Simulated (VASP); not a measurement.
Ta2SiC, 4 atoms in the cell. Symmetry: P4/mmm, No. 123, tetragonal system. The conventional cell has a = 2.726 Å, b = 2.726 Å, c = 9.429 Å, α = 90.00°, β = 90.00°, γ = 90.00°. Ta (site symmetry 4mm) has 1 C at 2.06 Å as nearest neighbours. Around Si (site symmetry 4/mmm) lie 2 Ta at 2.66 Å and 4 Si at 2.73 Å. Around C (site symmetry 4/mmm) lie 2 Ta at 2.06 Å. The cell was built by a generator and needn't be a form met in nature.

| Property | Result |
| --- | --- |
| Program | VASP 6.6.1 |
| Task | single point |
| Functional | PBE |
| Potentials or basis | VASP PAW PBE potentials, release 64 (Ta_pv, Si, C) |
| Cutoff | 520 eV |
| k mesh | 10 × 10 × 3 |
| Occupations | fermi-dirac, width 0.05 eV |
| Spin | no spin polarisation |
| Further INCAR settings | ALGO = Normal; EDIFF = 1e-07; NBANDS = 23 |

Potentials or basis: VASP PAW PBE potentials, release 64 (Ta_pv, Si, C).

Command:

```sh
$ cat potpaw_PBE.64/Ta_pv/POTCAR potpaw_PBE.64/Si/POTCAR potpaw_PBE.64/C/POTCAR > POTCAR
$ mpirun -np 1 vasp_std > vasp.out
```

Hardware: 1 thread of Intel(R) Xeon(R) Platinum 8488C (Sapphire Rapids) (shared host).

Problem. How long does it take, and how much memory?

Solution. Wall time 49 s on 1 thread of Intel(R) Xeon(R) Platinum 8488C (Sapphire Rapids), with other jobs on the host, peak memory 0.2 GiB. Counts: scf iterations 16, k points 42.
